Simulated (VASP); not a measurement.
These are PBEsol GGA, VASP's PBE PAW potentials (set 64) (plane waves; VASP) values and carry that method's errors.

VASP input:

KPOINTS:
```
K-points
0
gamma
  12 12 7
```

POSCAR:
```
Gd
1
    1.7814864344    -3.0856248137     0.0000000000
    1.7814864344     3.0856248137     0.0000000000
    0.0000000000     0.0000000000     5.6268843662
Gd
2
Direct
  0.3333330000   0.6666670000   0.2500000000
  0.6666670000   0.3333330000   0.7500000000
```

INCAR:
```
SYSTEM  =  Gd
LWAVE  =  .False.
EDIFF  =  1E-7   ! SCF stop (eV)
NELM  =  100
LASPH  =  .True.   ! aspherical one-centre terms
ENCUT  =  520   ! plane-wave cut-off (eV)
EDIFFG  =  -0.01
IBRION  =  2   ! conjugate gradients
PREC  =  Accurate
LCHARG  =  .False.
ALGO  =  Normal   ! blocked Davidson
LREAL  =  .False.
ISMEAR  =  1
GGA  =  PS
SIGMA  =  0.1   ! width (eV)
ISIF  =  4   ! ions and shape, fixed volume
LMAXMIX  =  6   ! l cut-off of mixed one-centre charges
NSW  =  30   ! most ionic steps
```

POTCAR, in this order: Gd_3 (PBE.64 set). Program: vasp_std.

The run wrote:

### OUTCAR
```
 ion  position               nearest neighbor table
   1  0.333  0.667  0.250-   2 3.49   2 3.49   2 3.49   2 3.49   2 3.49   2 3.49
   2  0.667  0.333  0.750-   1 3.49   1 3.49   1 3.49   1 3.49   1 3.49   1 3.49
  LATTYP: Found a hexagonal cell.
 ALAT       =     3.5629726924
 C/A-ratio  =     1.5792667674
 Subroutine PRICEL returns:
 Original cell was already a primitive cell.
 Subroutine GETGRP returns: Found 24 space group operations
The static configuration has the point symmetry D_3d.
 The point group associated with its full space group is D_6h.
The dynamic configuration has the point symmetry D_3d.
 Subroutine INISYM returns: Found 24 space group operations
 Subroutine IBZKPT returns following result:
 Found     76 irreducible k-points:

 Following reciprocal coordinates:
            Coordinates               Weight
  0.000000  0.000000  0.000000      1.000000
  0.083333  0.000000  0.000000      6.000000
  0.166667  0.000000  0.000000      6.000000
  0.250000  0.000000  0.000000      6.000000
  0.333333  0.000000  0.000000      6.000000
  0.416667  0.000000  0.000000      6.000000
  0.500000  0.000000  0.000000      3.000000
  0.083333  0.083333  0.000000      6.000000
  0.166667  0.083333  0.000000     12.000000
  0.250000  0.083333  0.000000     12.000000
  0.333333  0.083333  0.000000     12.000000
  0.416667  0.083333  0.000000     12.000000
  0.166667  0.166667  0.000000      6.000000
  0.250000  0.166667  0.000000     12.000000
  0.333333  0.166667  0.000000     12.000000
  0.416667  0.166667  0.000000      6.000000
  0.250000  0.250000  0.000000      6.000000
  0.333333  0.250000  0.000000     12.000000
  0.333333  0.333333  0.000000      2.000000
  0.000000  0.000000  0.142857      2.000000
  0.083333  0.000000  0.142857     12.000000
  0.166667  0.000000  0.142857     12.000000
...
```

File OSZICAR:
```
       N       E                     dE             d eps       ncg     rms          rms(c)
DAV:   1     0.391282440907E+02    0.39128E+02   -0.89927E+03  1976   0.124E+03
DAV:   2    -0.826853551904E+01   -0.47397E+02   -0.46356E+02  2161   0.238E+02
DAV:   3    -0.100019699882E+02   -0.17334E+01   -0.16776E+01  2649   0.280E+01
DAV:   4    -0.100359449905E+02   -0.33975E-01   -0.32809E-01  2365   0.390E+00
DAV:   5    -0.100368603443E+02   -0.91535E-03   -0.91508E-03  2923   0.502E-01    0.232E+01
DAV:   6    -0.100332739333E+02    0.35864E-02   -0.23123E-02  2196   0.119E+00    0.139E+01
DAV:   7    -0.100400670109E+02   -0.67931E-02   -0.40331E-02  2136   0.156E+00    0.218E-01
DAV:   8    -0.100396398993E+02    0.42711E-03   -0.24161E-03  2346   0.372E-01    0.530E-02
DAV:   9    -0.100396368970E+02    0.30024E-05   -0.22146E-04  2668   0.109E-01    0.318E-02
DAV:  10    -0.100396332892E+02    0.36078E-05   -0.24573E-05  2385   0.358E-02    0.316E-02
DAV:  11    -0.100396336893E+02   -0.40009E-06   -0.36337E-06  2281   0.140E-02    0.136E-03
DAV:  12    -0.100396337363E+02   -0.47040E-07   -0.20514E-07  2081   0.337E-03
   1 F= -.10039634E+02 E0= -.10039632E+02  d E =-.100396E+02
```

**OUTCAR**
```
------------------------ aborting loop because EDIFF is reached ----------------------------------------
  FORCE on cell =-STRESS in cart. coord.  units (eV):
  Direction    XX          YY          ZZ          XY          YZ          ZX
  --------------------------------------------------------------------------------------
  Total       -0.0687640     -0.0687640     -0.0821345      0.0000000      0.0000000      0.0000000
  in kB       -1.7809343     -1.7809341     -2.1272199      0.0000000      0.0000000      0.0000000
  external PRESSURE =      -1.8963628 kB  Pullay stress =       0.0000000 kB
  volume of cell :       61.86
      direct lattice vectors                 reciprocal lattice vectors
     1.781486434 -3.085624814  0.000000000     0.280664500 -0.162041736  0.000000000
     1.781486434  3.085624814  0.000000000     0.280664500  0.162041736  0.000000000
     0.000000000  0.000000000  5.626884366     0.000000000  0.000000000  0.177718242
 POSITION                                       TOTAL-FORCE (eV/Angst)
 -----------------------------------------------------------------------------------
      1.78149      1.02854      1.40672         0.000000     -0.000000      0.000000
      1.78149     -1.02854      4.22016        -0.000000      0.000000      0.000000
 -----------------------------------------------------------------------------------
    total drift:                                0.000003      0.000109     -0.000011
  FREE ENERGIE OF THE ION-ELECTRON SYSTEM (eV)
  ---------------------------------------------------
  free  energy   TOTEN  =       -10.0396337363 eV

  energy  without entropy=      -10.0396279306  energy(sigma->0) =      -10.03963180

 reached required accuracy - stopping structural energy minimisation
```
(Selected blocks of OUTCAR.)

The 4f electrons are frozen in the core of the lanthanide potential, so 4f levels, which can set the real gap, and their magnetism are missing.

The compound is Gd in the hcp structure. It was relaxed first, which changed the volume by -6 %.
